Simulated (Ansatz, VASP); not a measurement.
# YSb in two plane-wave programs, part 2 of 2

Wanted: the spread between two codes on one cell, functional and k mesh. The cell is generated by rule, not measured, and may not be a known phase. The cell is taken from a series of runs on this material, whose earlier steps may have relaxed, scaled, displaced or heated it; both programs get it as it stands.

VASP 6.6.1 and Ansatz 0.2.0.

So far: Set-up; VASP: zone-centre phonons, PBEsol.

## 2. VASP: zone-centre phonons, PBEsol (continued)

Level of this step: PBEsol; plane waves and PAW (Y_sv, Sb); invented cell (VASP).

Numbers of over 12 decimals in the logs are rounded to 6 here.

OUTCAR, selected parts (step 2):

```text
ion  position               nearest neighbor table
   1  0.333  0.667  0.250-   3 3.01   3 3.01   3 3.01   4 3.02   4 3.02   2 4.27   2 4.27   2 4.27
                             2 4.27   2 4.27   2 4.27
   2  0.667  0.333  0.750-   4 3.01   4 3.01   4 3.01   3 3.02   3 3.02   1 4.27   1 4.27   1 4.27
                             1 4.27   1 4.27   1 4.27
   3  0.667  0.333  0.250-   1 3.01   1 3.01   1 3.01   2 3.02   2 3.02
   4  0.333  0.667  0.750-   2 3.01   2 3.01   2 3.01   1 3.02   1 3.02

  LATTYP: Found a hexagonal cell.
 ALAT       =     5.2152902591
 C/A-ratio  =     1.1585823871

 Subroutine GETGRP returns: Found 24 space group operations
 (whereof 12 operations were pure point group operations)

The static configuration has the point symmetry D_3d.
 The point group associated with its full space group is D_6h.

 Found     60 irreducible k-points:

   k-points           NKPTS =     60   k-points in BZ     NKDIM =     60   number of bands    NBANDS=     22

   dimension x,y,z NGX =    40 NGY =   40 NGZ =   48
   dimension x,y,z NGXF=    80 NGYF=   80 NGZF=   96

   ENCUT  =  500.0 eV  36.75 Ry    6.06 a.u.   9.51  9.51 11.02*2*pi/ulx,y,z

   NELECT =      32.0000    total number of electrons

 k-points in reciprocal lattice and weights: Automatic mesh
   0.00000000  0.00000000  0.00000000       0.002
   0.11111111  0.00000000  0.00000000       0.009
   0.22222222  0.00000000  0.00000000       0.009
   0.33333333  0.00000000  0.00000000       0.009
   0.44444444  0.00000000  0.00000000       0.009
   0.11111111  0.11111111  0.00000000       0.009
   0.22222222  0.11111111  0.00000000       0.019
   0.33333333  0.11111111  0.00000000       0.019
   0.44444444  0.11111111  0.00000000       0.009
[...]
0.33333333  0.22222222  0.50000000       0.019
   0.33333333  0.33333333  0.50000000       0.003

 average (electrostatic) potential at core
       1 -37.2529       2 -37.2529       3 -87.7059       4 -87.7059

  Total        0.0690761      0.0690761      0.0572608     -0.0000000      0.0000000      0.0000000
  in kB        0.7775805      0.7775805      0.6445777     -0.0000000      0.0000000      0.0000000
  external PRESSURE =       0.7332462 kB  Pullay stress =       0.0000000 kB

  energy-cutoff  :      500.00
  volume of cell :      142.33
      direct lattice vectors                 reciprocal lattice vectors
     5.215290259  0.000000000  0.000000000     0.191743882  0.110703382  0.000000000
    -2.607645130  4.516573852  0.000000000     0.000000000  0.221406764  0.000000000
     0.000000000  0.000000000  6.042343438     0.000000000  0.000000000  0.165498703

 POSITION                                       TOTAL-FORCE (eV/Angst)
 -----------------------------------------------------------------------------------
     -0.00000      3.01105      1.51059         0.000000      0.000000      0.000000
      2.60765      1.50552      4.53176        -0.000000     -0.000000      0.000000
      2.60765      1.50552      1.51059        -0.000000      0.000000      0.000000
     -0.00000      3.01105      4.53176         0.000000     -0.000000      0.000000
 -----------------------------------------------------------------------------------
    total drift:                               -0.000000      0.000000     -0.000000

 Eigenvectors and eigenvalues of the dynamical matrix
 ----------------------------------------------------

   1 f  =    5.498478 THz    34.547955 2PiTHz  183.409478 cm-1    22.739867 meV
             X         Y         Z           dx          dy          dz
     -0.000000  3.011049  1.510586     0.000000    0.000000   -0.531503
      2.607645  1.505525  4.531758     0.000000    0.000000    0.531503
      2.607645  1.505525  1.510586    -0.000000   -0.000000   -0.466374
     -0.000000  3.011049  4.531758    -0.000000   -0.000000    0.466374

   2 f  =    5.032516 THz    31.620233 2PiTHz  167.866676 cm-1    20.812806 meV
             X         Y         Z           dx          dy          dz
     -0.000000  3.011049  1.510586     0.341404   -0.415408    0.000000
      2.607645  1.505525  4.531758     0.341404   -0.415408    0.000000
      2.607645  1.505525  1.510586    -0.291572    0.354775   -0.000000
     -0.000000  3.011049  4.531758    -0.291572    0.354775   -0.000000

   3 f  =    5.032516 THz    31.620233 2PiTHz  167.866676 cm-1    20.812806 meV
             X         Y         Z           dx          dy          dz
     -0.000000  3.011049  1.510586    -0.415408   -0.341404   -0.000000
      2.607645  1.505525  4.531758    -0.415408   -0.341404   -0.000000
      2.607645  1.505525  1.510586     0.354775    0.291572   -0.000000
     -0.000000  3.011049  4.531758     0.354775    0.291572    0.000000

   4 f  =    4.920539 THz    30.916661 2PiTHz  164.131530 cm-1    20.349707 meV
             X         Y         Z           dx          dy          dz
     -0.000000  3.011049  1.510586    -0.351354    0.427518    0.000000
      2.607645  1.505525  4.531758     0.351354   -0.427518    0.000000
      2.607645  1.505525  1.510586     0.279499   -0.340087   -0.000000
     -0.000000  3.011049  4.531758    -0.279499    0.340087   -0.000000

   5 f  =    4.920539 THz    30.916661 2PiTHz  164.131530 cm-1    20.349707 meV
             X         Y         Z           dx          dy          dz
     -0.000000  3.011049  1.510586    -0.427518   -0.351354    0.000000
      2.607645  1.505525  4.531758     0.427518    0.351354    0.000000
      2.607645  1.505525  1.510586     0.340087    0.279499   -0.000000
     -0.000000  3.011049  4.531758    -0.340087   -0.279499   -0.000000

   6 f  =    4.789330 THz    30.092250 2PiTHz  159.754863 cm-1    19.807070 meV
             X         Y         Z           dx          dy          dz
     -0.000000  3.011049  1.510586     0.000000    0.000000    0.539020
      2.607645  1.505525  4.531758    -0.000000   -0.000000    0.539020
      2.607645  1.505525  1.510586    -0.000000   -0.000000   -0.457665
     -0.000000  3.011049  4.531758     0.000000    0.000000   -0.457665

   7 f  =    2.302296 THz    14.465755 2PiTHz   76.796341 cm-1     9.521528 meV
             X         Y         Z           dx          dy          dz
     -0.000000  3.011049  1.510586    -0.000000    0.000000    0.466374
      2.607645  1.505525  4.531758     0.000000   -0.000000   -0.466374
      2.607645  1.505525  1.510586    -0.000000    0.000000   -0.531503
     -0.000000  3.011049  4.531758     0.000000   -0.000000    0.531503

   8 f  =    2.049909 THz    12.879959 2PiTHz   68.377608 cm-1     8.477739 meV
             X         Y         Z           dx          dy          dz
     -0.000000  3.011049  1.510586    -0.279485    0.340098   -0.000000
      2.607645  1.505525  4.531758     0.279485   -0.340098    0.000000
      2.607645  1.505525  1.510586    -0.351337    0.427532    0.000000
     -0.000000  3.011049  4.531758     0.351337   -0.427532   -0.000000

   9 f  =    2.049909 THz    12.879959 2PiTHz   68.377608 cm-1     8.477739 meV
             X         Y         Z           dx          dy          dz
     -0.000000  3.011049  1.510586     0.340098    0.279485    0.000000
      2.607645  1.505525  4.531758    -0.340098   -0.279485   -0.000000
      2.607645  1.505525  1.510586     0.427532    0.351337   -0.000000
     -0.000000  3.011049  4.531758    -0.427532   -0.351337    0.000000

  10 f/i=    0.001452 THz     0.009121 2PiTHz    0.048421 cm-1     0.006003 meV
             X         Y         Z           dx          dy          dz
     -0.000000  3.011049  1.510586     0.423750    0.176962   -0.000000
      2.607645  1.505525  4.531758     0.423750    0.176962   -0.000000
      2.607645  1.505525  1.510586     0.496172    0.207206   -0.000000
     -0.000000  3.011049  4.531758     0.496172    0.207206   -0.000000

  11 f/i=    0.001452 THz     0.009121 2PiTHz    0.048421 cm-1     0.006003 meV
             X         Y         Z           dx          dy          dz
     -0.000000  3.011049  1.510586     0.176962   -0.423750   -0.000000
      2.607645  1.505525  4.531758     0.176962   -0.423750   -0.000000
      2.607645  1.505525  1.510586     0.207206   -0.496172   -0.000000
     -0.000000  3.011049  4.531758     0.207206   -0.496172   -0.000000

  12 f/i=    0.015180 THz     0.095378 2PiTHz    0.506347 cm-1     0.062779 meV
             X         Y         Z           dx          dy          dz
     -0.000000  3.011049  1.510586    -0.000000    0.000000   -0.457665
      2.607645  1.505525  4.531758    -0.000000    0.000000   -0.457665
      2.607645  1.505525  1.510586    -0.000000    0.000000   -0.539020
     -0.000000  3.011049  4.531758    -0.000000    0.000000   -0.539020

 ELASTIC MODULI CONTR FROM IONIC RELAXATION (kBar)
 Direction    XX          YY          ZZ          XY          YZ          ZX
 --------------------------------------------------------------------------------
 XX        -267.8020    267.8020     -0.0000      0.0000      0.0000      0.0000
 YY         267.8020   -267.8020      0.0000      0.0000      0.0000     -0.0000
 ZZ          -0.0000      0.0000     -0.0000      0.0000      0.0000     -0.0000
 XY           0.0000      0.0000      0.0000   -267.8020      0.0000      0.0000
 YZ           0.0000      0.0000      0.0000      0.0000      0.0000      0.0000
 ZX           0.0000     -0.0000     -0.0000      0.0000      0.0000     -0.0000
 --------------------------------------------------------------------------------
```

## 3. Ansatz: zone-centre phonons, PBEsol

Ansatz runs on norm-conserving files, of PseudoDojo where its log says so.

The same cell, functional, mesh and smearing now go to Ansatz, which takes its cutoff from its data sets.

The input, input.yaml:

```yaml
crystal:
  lattice:
    - [5.2152902591, 0.0, 0.0]
    - [-2.6076451296, 4.5165738525, 0.0]
    - [0.0, 0.0, 6.0423434378]
  atoms:
    - { symbol: "Y", position: [0.3333333333, 0.6666666667, 0.25] }
    - { symbol: "Y", position: [0.6666666667, 0.3333333333, 0.75] }
    - { symbol: Sb, position: [0.6666666667, 0.3333333333, 0.25] }
    - { symbol: Sb, position: [0.3333333333, 0.6666666667, 0.75] }
kpoints:
  mp_grid: { grid: [9, 9, 8] }
hamiltonian:
  xc: pbesol
  pseudopotentials: { kind: nc }
scf:
  occupations: { method: methfessel_paxton, width: 0.2 }
output:
  eigenvalues: true
phonons:
  method: dfpt
```

The run is started by

```sh
> ansatz run input.yaml --threads 4 --pin off --max-ram 7168MiB --backend cpu --events-out ev --progress --plain --runs-dir out
```

What it wrote:

```text
zone centre: on kpoints.mp_grid the ground state, and the responses unless they are solved on pairs of k-points, stand on 125 of the mesh's 648 k-points, reduced under 4 symmetry operations, with k and −k counted as one. Each operation leaves every solved displacement unchanged or reverses it
Engine: ansatz 0.2.0, aarch64-unknown-linux-gnu
Pseudopotentials: kind: nc
Pseudopotential: Y, nc, valence charge 11, recommended cutoff 979.609905 eV (normal), Y.nc.azcp (PseudoDojo's, or run here from an input of PseudoDojo's: the run reads no file of this project's for it)
Pseudopotential: Sb, nc, valence charge 15, recommended cutoff 1088.45545 eV (normal), Sb.nc.azcp (PseudoDojo's, or run here from an input of PseudoDojo's: the run reads no file of this project's for it)
Functional definition: PBEsol
  exchange = pbesol_x
  correlation = pbesol_c
Crystal: 4 atoms, lattice volume = 142.329 Å³
Basis set: ecut = 1088.45545 eV, 11655 PW (Γ), exchange–correlation on 120×120×144 points (8 copies of the dense FFT grid, shifted against one another)
Bands: 32, of which v1, the nominal top of the filled ones, is band 26 counted from 1 (25 counted from 0)
Symmetry: 24 space group operations
k-points: 125 of 648 (irreducible under 4 space group operations, time reversal used)
Non-local potential: Y, projectors of the file, l = 0: 2, l = 1: 2, l = 2: 2
Non-local potential: Sb, projectors of the file, l = 0: 2, l = 1: 2, l = 2: 2, l = 3: 2
Initial density: superposition of atomic densities (chi_scale 0.1, normalization cell, long waves kept (reshape's long-wave potential 0.00 eV rms))
Initial wavefunctions: pseudopotential atomic-orbital guess
Functional: x = pbesol(κ = 0.804, μ = 0.123457), c = pbesol(β = 0.046)
SCF iter   1: F=—  HF=-7163.289916 eV  |F-HF|=—  |Δ(HF+E_count)|=         —  Δρ=3.26e-2  dr2=1.89e0  ethr=3.10e-3  ⟨swp⟩=6.2  Hψ=15857  notcnv=0
preconditioner: auto → Kerker (q_TF=auto, 2.307 Å⁻¹)  [metal: Δε(μ)=0.109 eV  Ē_g=5.492 eV  σ=0.200 eV  W_gap=0.44  n_scr=22 (ndim 8)  ℏωp=12.5 eV  f_vac=0.024  D(μ)=0.51/eV (n_scr^D=0)]
SCF iter   2: F=—  HF=-7162.830311 eV  |F-HF|=—  |Δ(HF+E_count)|=   4.60e-1  S|Δr|=    0.00e0  Δρ=1.81e-2  dr2=6.81e-1  ethr=3.10e-3  ⟨swp⟩=2.2  Hψ=5768  notcnv=0  defer=79
SCF iter   3: F=—  HF=-7162.663611 eV  |F-HF|=—  |Δ(HF+E_count)|=   1.67e-1  S|Δr|=    0.00e0  Δρ=5.62e-3  dr2=1.02e-1  ethr=1.31e-3  ⟨swp⟩=2.3  Hψ=7499  notcnv=0  defer=88
SCF iter   4: F=—  HF=-7162.644669 eV  |F-HF|=—  |Δ(HF+E_count)|=   1.89e-2  S|Δr|=    0.00e0  Δρ=4.38e-3  dr2=1.75e-2  ethr=1.97e-4  ⟨swp⟩=2.1  Hψ=6883  notcnv=0  defer=86
SCF iter   5: F=—  HF=-7162.640698 eV  |F-HF|=—  |Δ(HF+E_count)|=   3.97e-3  S|Δr|=    0.00e0  Δρ=1.02e-3  dr2=2.68e-3  ethr=3.37e-5  ⟨swp⟩=2.0  Hψ=5543  notcnv=0  defer=100
SCF iter   6: F=—  HF=-7162.642409 eV  |F-HF|=—  |Δ(HF+E_count)|=   1.71e-3  S|Δr|=    0.00e0  Δρ=6.78e-4  dr2=3.15e-4  ethr=5.16e-6  ⟨swp⟩=2.4  Hψ=5833  notcnv=0  defer=100
SCF iter   7: F=—  HF=-7162.642556 eV  |F-HF|=—  |Δ(HF+E_count)|=   1.46e-4  S|Δr|=    0.00e0  Δρ=8.75e-5  dr2=7.14e-6  ethr=6.06e-7  ⟨swp⟩=2.0  Hψ=6985  notcnv=0  defer=100
SCF iter   8: F=—  HF=-7162.642561 eV  |F-HF|=—  |Δ(HF+E_count)|=   5.08e-6  S|Δr|=    0.00e0  Δρ=2.41e-5  dr2=5.54e-7  ethr=1.37e-8  ⟨swp⟩=2.0  Hψ=7133  notcnv=0  defer=100
SCF iter   9: F=—  HF=-7162.642412 eV  |F-HF|=—  |Δ(HF+E_count)|=   1.48e-4  S|Δr|=    0.00e0  Δρ=5.27e-6  dr2=2.20e-8  ethr=1.07e-9  ⟨swp⟩=2.0  Hψ=7023  notcnv=0  defer=137
SCF iter  10: F=—  HF=-7162.642412 eV  |F-HF|=—  |Δ(HF+E_count)|=   9.18e-9  S|Δr|=    0.00e0  Δρ=4.22e-7  dr2=2.61e-10  ethr=4.23e-11  ⟨swp⟩=2.7  Hψ=7701  notcnv=0  defer=137
SCF iter  11: F=—  HF=-7162.642412 eV  |F-HF|=—  |Δ(HF+E_count)|=  2.43e-10  S|Δr|=    0.00e0  Δρ=8.75e-8  dr2=1.35e-11  ethr=1.00e-12  ⟨swp⟩=2.1  Hψ=5397  notcnv=0  defer=137
SCF iter  12: F=-7162.642412 eV  HF=-7162.642412 eV  |F-HF|=9.09e-13  |Δ(HF+E_count)|=  1.55e-11  S|Δr|=    0.00e0  Δρ=2.00e-8  dr2=7.50e-13  ethr=1.00e-12  ⟨swp⟩=14.8  Hψ=23867  notcnv=0
SCF 1 converged in 12 iterations: F = -7162.642412 eV  dr2 = 7.50e-13
DFPT response loops at Γ: preconditioner auto → Kerker (q_TF=auto, 2.307 Å⁻¹) (partly filled bands, converged f_vac=0.085); β = 1.00, the filter's whole step (`scf.mixing.beta` (0.50) is not read by the response loops under this deck's `scf.mixing.preconditioner`; to damp them name `kerker` or `kerker_dos`, under which they read `scf.mixing.beta`, and type it under 1.00, their step now; both keys bind the ground state too); Broyden in place of MSR1
the run's response loops start from zero, take more passes and end by a threshold: the memory limit or budget leaves too little room for the subspace of the ground state's own states beside the solves, or none could be made (phonons.method)
SCF converged after 12 iterations
Stability not checked: this state was not tested for a lower state beside it, because cold or Methfessel-Paxton smearing, or corrected tetrahedra, fill the levels in a way that the test cannot read (fill_not_monotonic; see scf.lower_state_search)
Free energy (F): -7162.642412 eV
Harris-Foulkes:  -7162.642412 eV  (|F-HF|=9.09e-13)
Internal energy: -7162.643430 eV  (E = F + TS)
E sigma→0 (E₀):  -7162.642667 eV
Entropy (-TS):   0.001018 eV (0.254 meV/atom)
Fermi energy:    7.953520 eV
--- Per-component energies (eV) ---
  E_band       = -651.832911
  E_kinetic    = 3517.649937
  E_local      = -4593.684350  (includes V_loc(G=0)·N_el)
  E_nonlocal   = -2359.223051
  E_hartree    = 1960.154625
  E_xc         = -1653.332612
  E_vxc        = -1136.884679  (∫ρ·V_xc dr)
  E_ewald      = -4034.207980
  E_smearing   = 0.001018  (= −TS)
  E_closure    = 0.000000  (closes the sum)
  Σ components = -7162.642412   (vs F -7162.642412, Δ=0.00e0)
--- Band table (eV; the first three rows and the last of 125) ---
  k-point 0: bands = [... 22 lower, 5.8996, 6.3431, 6.3431, 8.6969, 8.7680, 8.7680, 9.3716, 10.6093, ... 2 higher]
  k-point 1: bands = [... 22 lower, 5.8885, 6.2795, 6.2795, 7.9589, 8.9162, 8.9162, 9.5449, 10.6737, ... 2 higher]
  k-point 2: bands = [... 22 lower, 5.8671, 6.1378, 6.1378, 6.9070, 9.3020, 9.3020, 9.7526, 10.7959, ... 2 higher]
  k-point 124: bands = [... 22 lower, 6.0314, 6.0314, 6.4937, 6.4937, 9.3804, 9.3804, 10.2508, 10.2508, ... 2 higher]
--- Phonons (Γ-DFPT): 4 representative perturbations + reference, on 125 of 648 k-points (Σ response iterations 34) ---
  k mesh reduced under 4 symmetry operations, with k and −k counted as one. Each operation leaves every solved displacement unchanged or reverses it
  ASR residual: 1.307e-3 → 0.000e0 eV/Å²; symmetrization residual: 1.852e-4 eV/Å²
  ASR residual per site (eV/Å²): 4.70e-4 4.70e-4 1.31e-3 1.31e-3
  Γ frequencies (cm⁻¹): 0.00 0.00 0.00 68.44 68.44 77.16 159.35 163.94 163.94 167.71 167.71 182.61
  non-analytic LO–TO correction: not included (Born effective charges unavailable; polar crystals: no LO–TO splitting at Γ)
```

## 4. Side by side

Known differences besides the potentials themselves: the data sets hold 52 valence electrons in Ansatz (on norm-conserving files, of PseudoDojo where its log says so) and 32 in VASP; the cutoff is 1088.46 eV in Ansatz and 500 eV in VASP. Total energies have different zeros and are not compared.

The two programs side by side:

| quantity | Ansatz | VASP | difference |
| --- | --- | --- | --- |
| optical mode 1 to 2 (cm⁻¹) | 68.4 | 68.4 | +0.09 % |
| optical mode 3 (cm⁻¹) | 77.2 | 76.8 | +0.47 % |
| optical mode 4 (cm⁻¹) | 159.3 | 159.8 | -0.25 % |
| optical mode 5 to 6 (cm⁻¹) | 163.9 | 164.1 | -0.12 % |
| optical mode 7 to 8 (cm⁻¹) | 167.7 | 167.9 | -0.09 % |
| optical mode 9 (cm⁻¹) | 182.6 | 183.4 | -0.44 % |

Modes are paired by rising frequency, not by their patterns, so a pair may set unlike modes beside each other; they are those without the splitting of longitudinal modes.

## 5. Summary of results

* r.m.s. difference of the optical zone-centre modes, each program's sorted by frequency (zone-centre phonons, PBEsol): 0.34 cm⁻¹

The r.m.s. difference of the optical zone-centre modes, each program's sorted by frequency is 0.34 cm⁻¹ (zone-centre phonons, PBEsol). The data sets hold unlike numbers of valence electrons (52 in Ansatz and 32 in VASP), so part of the differences comes from the potentials. Such differences can come from data sets, numerical settings and the points named under the comparisons, not from the functional's error against experiment.

[Lines on the potential files, build, host, timing and source positions are cut from VASP's logs without a mark.]

[Logs are printed without paths, hosts, clocks, repeated set-up lines and the standing remarks that a program may print on its own settings, such as how far it seeks lower states.]

[Hosts, paths, dates, database ids (printed as entryN), source tags and the programs' standing remarks are cut or masked in the printed files.]
